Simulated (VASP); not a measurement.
# ZrIn3 (I4/mmm) in VASP: single point with LDA

Aim: the single point of ZrIn3 with LDA.

Program: VASP 6.6.1. These are calculated values, not measurements. Logs are shortened: lines on timing, memory, paths and dates and some standing lists are left out, and cuts for length are marked.

## (1) The crystal as given

Symmetry: I4/mmm, No. 139, tetragonal system. Conventional cell: a = 4.263 Å, b = 4.263 Å, c = 9.870 Å, α = 90.00°, β = 90.00°, γ = 90.00°. Zr (site symmetry 4/mmm) is surrounded by 12 In at 3.01 to 3.26 Å. In (site symmetry -4m2) has 8 In at 3.01 to 3.26 Å and 4 Zr at 3.26 Å as nearest neighbours. In (site symmetry 4/mmm) is surrounded by 4 Zr at 3.01 Å and 8 In at 3.26 Å.

The cell comes from a database or a generator and needn't be the stable form of this composition.

## (2) Single point, LDA

INCAR reads:

```
ALGO = Normal ; EDIFF = 1E-6
ENCUT = 520 ; GGA = CA
ISIF = 2 ; ISMEAR = 0
LASPH = True ; LCHARG = True
LELF = True ; LREAL = False
LVHAR = True ; LWAVE = False
NBANDS = 34 ; NELM = 100
PREC = Accurate ; SIGMA = 0.1
```

KPOINTS reads:

```
k-points
0
Gamma
  6 6 6
```

POSCAR reads:

```
ZrIn3
1.0
   -2.1315156524      2.1315156524      4.9351089077
    2.1315156524     -2.1315156524      4.9351089077
    2.1315156524      2.1315156524     -4.9351089077
Zr In
1 3
Direct
    0.0000000000      0.0000000000      0.0000000000
    0.2500000000      0.7500000000      0.5000000000
    0.7500000000      0.2500000000      0.5000000000
    0.5000000000      0.5000000000      0.0000000000
```

Potentials or basis: VASP PAW LDA potentials, release 64 (Zr_sv, In_d).

On the command line:

```sh
cat potpaw_LDA.64/Zr_sv/POTCAR potpaw_LDA.64/In_d/POTCAR > POTCAR
mpirun -np 1 vasp_std > vasp.out
```

OUTCAR:

```text
EDIFF = 1E-6
   ENCUT = 520
   GGA = CA
   ISIF = 2
   ISMEAR = 0
   LASPH = True
   LREAL = False
   NELM = 100
   PREC = Accurate

 ion  position               nearest neighbor table
   1  0.000  0.000  0.000-   4 3.01   4 3.01   4 3.01   4 3.01   3 3.26   2 3.26   3 3.26   2 3.26
                             3 3.26   3 3.26   2 3.26   2 3.26
   2  0.250  0.750  0.500-   3 3.01   3 3.01   3 3.01   3 3.01   4 3.26   1 3.26   4 3.26   4 3.26
                             1 3.26   1 3.26   4 3.26   1 3.26
   3  0.750  0.250  0.500-   2 3.01   2 3.01   2 3.01   2 3.01   4 3.26   1 3.26   4 3.26   1 3.26
                             4 3.26   4 3.26   1 3.26   1 3.26
   4  0.500  0.500  0.000-   1 3.01   1 3.01   1 3.01   1 3.01   3 3.26   2 3.26   3 3.26   3 3.26
                             2 3.26   2 3.26   3 3.26   2 3.26

  LATTYP: Found a body centered tetragonal cell.
 ALAT       =     4.2630313048
 C/A-ratio  =     2.3153050282

  Lattice vectors:

 A1 = (  -2.1315156524,   2.1315156524,   4.9351089077)
 A2 = (   2.1315156524,  -2.1315156524,   4.9351089077)
 A3 = (   2.1315156524,   2.1315156524,  -4.9351089077)

Analysis of symmetry for initial positions (statically):
=====================================================================
 Subroutine PRICEL returns:
 Original cell was already a primitive cell.

 Routine SETGRP: Setting up the symmetry group for a
 body centered tetragonal supercell.

 Subroutine GETGRP returns: Found 16 space group operations
 (whereof 16 operations were pure point group operations)
 out of a pool of 16 trial point group operations.

The static configuration has the point symmetry D_4h.

Analysis of symmetry for dynamics (positions and initial velocities):
=====================================================================
 Subroutine PRICEL returns:
 Original cell was already a primitive cell.

 Routine SETGRP: Setting up the symmetry group for a
 body centered tetragonal supercell.

 Subroutine GETGRP returns: Found 16 space group operations
 (whereof 16 operations were pure point group operations)
 out of a pool of 16 trial point group operations.

The dynamic configuration has the point symmetry D_4h.

 Subroutine INISYM returns: Found 16 space group operations
 (whereof 16 operations are pure point group operations),
 and found     1 'primitive' translations

----------------------------------------------------------------------------------------

                                     Primitive cell

  volume of cell :      89.6879

  direct lattice vectors                    reciprocal lattice vectors
    -2.131515652  2.131515652  4.935108908     0.000000000  0.234574867  0.101314887
     2.131515652 -2.131515652  4.935108908     0.234574867  0.000000000  0.101314887
     2.131515652  2.131515652 -4.935108908     0.234574867  0.234574867  0.000000000

  length of vectors
     5.782907390  5.782907390  5.782907390     0.255519225  0.255519225  0.331738958

  position of ions in fractional coordinates (direct lattice)
     0.000000000  0.000000000  0.000000000
     0.250000000  0.750000000  0.500000000
     0.750000000  0.250000000  0.500000000
     0.500000000  0.500000000  0.000000000

  ion indices of the primitive-cell ions
   primitive index   ion index
                 1           1
                 2           2
                 3           3
                 4           4

----------------------------------------------------------------------------------------

 KPOINTS: k-points

Automatic generation of k-mesh.
 Grid dimensions read from file:
 generate k-points for:    6    6    6

 Generating k-lattice:

  Cartesian coordinates                     Fractional coordinates (reciprocal lattice)
     0.000000000  0.039095811  0.016885814     0.166666667  0.000000000 -0.000000000
     0.039095811  0.000000000  0.016885814     0.000000000  0.166666667 -0.000000000
     0.039095811  0.039095811  0.000000000     0.000000000  0.000000000  0.166666667

  Length of vectors
     0.042586538  0.042586538  0.055289826

  Shift w.r.t. Gamma in fractional coordinates (k-lattice)
     0.000000000  0.000000000  0.000000000

 Subroutine IBZKPT returns following result:
 ===========================================

 Found     30 irreducible k-points:

 Following reciprocal coordinates:
            Coordinates               Weight
  0.000000  0.000000  0.000000      1.000000
  0.166667  0.000000 -0.000000      8.000000
  0.333333  0.000000 -0.000000      8.000000
  0.500000  0.000000  0.000000      4.000000
  0.166667  0.166667  0.000000      8.000000
  0.333333  0.166667  0.000000     16.000000
[... 16 lines left out ...]
 -0.333333 -0.333333  0.166667      8.000000
 -0.166667 -0.333333  0.166667      8.000000
 [... further k-points ...]
   k-points           NKPTS =     30   k-points in BZ     NKDIM =     30   number of bands    NBANDS=     34
   number of dos      NEDOS =    301   number of ions     NIONS =      4
   total plane-waves  NPLWV = 110592
   dimension x,y,z NGX =    48 NGY =   48 NGZ =   48
   dimension x,y,z NGXF=    96 NGYF=   96 NGZF=   96
   ions per type =               1   3
   NGX,Y,Z   is equivalent  to a cutoff of  13.80, 13.80, 13.80 a.u.
   NGXF,Y,Z  is equivalent  to a cutoff of  27.60, 27.60, 27.60 a.u.
 SYSTEM =  unknown system
   PREC   = accura    normal or accurate (medium, high low for compatibility)
   ISTART =      0    job   : 0-new  1-cont  2-samecut
   ICHARG =      2    charge: 1-file 2-atom 10-const
   ISPIN  =      1    spin polarized calculation?
   LNONCOLLINEAR =      F non collinear calculations
   LSORBIT =      F    spin-orbit coupling
   LASPH  =      T    aspherical Exc in radial PAW
   ENCUT  =  520.0 eV  38.22 Ry    6.18 a.u.  10.75 10.75 10.75*2*pi/ulx,y,z
   NELM   =    100;   NELMIN=  2; NELMDL= -5     # of ELM steps
   EDIFF  = 0.1E-05   stopping-criterion for ELM
   LREAL  =      F    real-space projection
   EDIFFG = 0.1E-04   stopping-criterion for IOM
   NSW    =      0    number of steps for IOM
   IBRION =     -1    ionic relax: 0-MD 1-quasi-New 2-CG
   NFREE  =      0    steps in history (QN), initial steepest desc. (CG)
   ISIF   =      2    stress and relaxation
   ISYM   =      2    0-nonsym 1-usesym 2-fastsym
   POTIM  = 0.5000    time-step for ionic-motion
   TEBEG  =    0.0;   TEEND  =   0.0 temperature during run
   PSTRESS=    0.0 pullay stress
   NELECT =      51.0000    total number of electrons
   NUPDOWN=      -1.0000    fix difference up-down
   EMIN   =  10.00;   EMAX   =-10.00  energy-range for DOS
   EFERMI =   0.00;   METHOD = LEGACY
   ISMEAR =     0;   SIGMA  =   0.10  broadening in eV -4-tet -1-fermi 0-gaus
   EFERMI_NEDOS =   21; number of points for ismear=-14 and -15
   IALGO  =     38    algorithm
   IMIX   =      4    mixing-type and parameters
     AMIX     =   0.40;   BMIX     =  1.00
     AMIX_MAG =   1.60;   BMIX_MAG =  1.00
  volume/ion in A,a.u.               =      22.42       151.31
  Fermi-wavevector in a.u.,A,eV,Ry     =   1.356293  2.563023 25.028347  1.839532
  Thomas-Fermi vector in A             =   2.483309
   LORBIT       =      0    0 simple, 1 ext, 2 COOP (PROOUT), +10 PAW based schemes
   GGA     = CA    functional components
   LHFCALC =     F    Hartree Fock is set to
   AEXX    =    0.0000 exact exchange contribution
   IVDW    =     0    specifies the selected vdW correction
   LEPSILON=     F    determine dielectric tensor
   LRPA    =     F    only Hartree local field effects (RPA)
 non-spin polarized calculation
 Gauss-broadening in eV      SIGMA  =   0.10
  energy-cutoff  :      520.00
  volume of cell :       89.69
 maximum number of plane-waves:      2434
 NGX is ok and might be reduce to    48
   NGX = 21   NGY = 21   NGZ = 21

 number of electron      51.0000003 magnetization

 Free energy of the ion-electron system (eV)
  ---------------------------------------------------
  ext. energy  EPLUGINS =         0.00000000
  ---------------------------------------------------
  free energy    TOTEN  =       -20.19334534 eV

  energy without entropy =      -20.18863030  energy(sigma->0) =      -20.19098782

 E-fermi :   8.8730     XC(G=0): -11.3448

 val. band max:        8.8613739646   @ k =  -0.3333  -0.3333   0.1667
 cond. band min:       8.9711350969   @ k =   0.3333   0.0000  -0.0000
 fundamental gap:      0.1097611324
 Fermi energy:         8.8730402861

 k-point     1 :       0.0000    0.0000    0.0000
  band No.  band energies     occupation
      1     -39.9113      2.00000
      2     -18.1205      2.00000
      3     -18.1205      2.00000
      4     -18.0390      2.00000
      5      -5.8830      2.00000
      6      -5.6616      2.00000
[... 26 lines left out ...]
     33      12.6782      0.00000
     34      13.8789      0.00000

 k-point     2 :       0.1667    0.0000   -0.0000
  band No.  band energies     occupation
      1     -39.9109      2.00000
      2     -18.1300      2.00000
      3     -18.1212      2.00000
      4     -18.0387      2.00000
      5      -5.8232      2.00000
      6      -5.6360      2.00000
[... 26 lines left out ...]
     33      14.0694      0.00000
     34      15.0528      0.00000

 k-point     3 :       0.3333    0.0000   -0.0000
  band No.  band energies     occupation
      1     -39.9103      2.00000
      2     -18.1489      2.00000
      3     -18.1227      2.00000
      4     -18.0382      2.00000
      5      -5.6570      2.00000
      6      -5.5891      2.00000
[... 26 lines left out ...]
     33      14.3707      0.00000
     34      14.8298      0.00000
[... 704 lines left out ...]
 k-point    23 :      -0.3333   -0.3333    0.1667
  band No.  band energies     occupation
      1     -39.9106      2.00000
      2     -18.1318      2.00000
      3     -18.1278      2.00000
      4     -18.0399      2.00000
      5      -5.7817      2.00000
      6      -5.6680      2.00000
[... 26 lines left out ...]
     33      14.2618      0.00000
     34      14.8618      0.00000

 k-point    24 :      -0.1667   -0.3333    0.1667
  band No.  band energies     occupation
      1     -39.9109      2.00000
      2     -18.1299      2.00000
      3     -18.1211      2.00000
      4     -18.0400      2.00000
      5      -5.8178      2.00000
      6      -5.6802      2.00000
[... 26 lines left out ...]
     33      13.7988      0.00000
     34      15.3819      0.00000

 [... further k-points ...]
[... 5 lines left out ...]
  --------------------------------------------------------------------------------------
  -------------------------------------------------------------------------------------
  Total       -2.7565758     -2.7565758     -2.5973160      0.0000000     -0.0000000     -0.0000000
  in kB      -49.2432535    -49.2432535    -46.3982495      0.0000000     -0.0000000     -0.0000000
  external PRESSURE =     -48.2949188 kB  Pullay stress =       0.0000000 kB

 VOLUME and BASIS-vectors are now :
 -----------------------------------------------------------------------------
  energy-cutoff  :      520.00
  volume of cell :       89.69
      direct lattice vectors                 reciprocal lattice vectors
    -2.131515652  2.131515652  4.935108908     0.000000000  0.234574867  0.101314887
     2.131515652 -2.131515652  4.935108908     0.234574867  0.000000000  0.101314887
     2.131515652  2.131515652 -4.935108908     0.234574867  0.234574867  0.000000000

 POSITION                                       TOTAL-FORCE (eV/Angst)
 -----------------------------------------------------------------------------------
      0.00000      0.00000      0.00000         0.000000      0.000000     -0.000000
      2.13152      0.00000      2.46755         0.000000     -0.000000      0.000000
      0.00000      2.13152      2.46755        -0.000000      0.000000     -0.000000
      0.00000      0.00000      4.93511         0.000000      0.000000     -0.000000
 -----------------------------------------------------------------------------------
    total drift:                                0.000000     -0.000000      0.000000

  FREE ENERGIE OF THE ION-ELECTRON SYSTEM (eV)
  ---------------------------------------------------
  free  energy   TOTEN  =       -20.1933453399 eV

  energy  without entropy=      -20.1886303031  energy(sigma->0) =      -20.19098782
```

Run time: 75 s. Hardware: 1 thread of Intel Xeon 6975P-C (Granite Rapids), shared host; peak memory 0.29 GiB.

What came out:

| Property | Result |
| --- | --- |
| Free energy | -20.1933 eV |
| Pressure | -4.8 GPa |
| Band gap on the k mesh | none (metal or under the smearing width) |

Stress tensor (GPa, compression positive):
```
-4.92  0.00  0.00
 0.00 -4.92  0.00
 0.00  0.00 -4.64
```
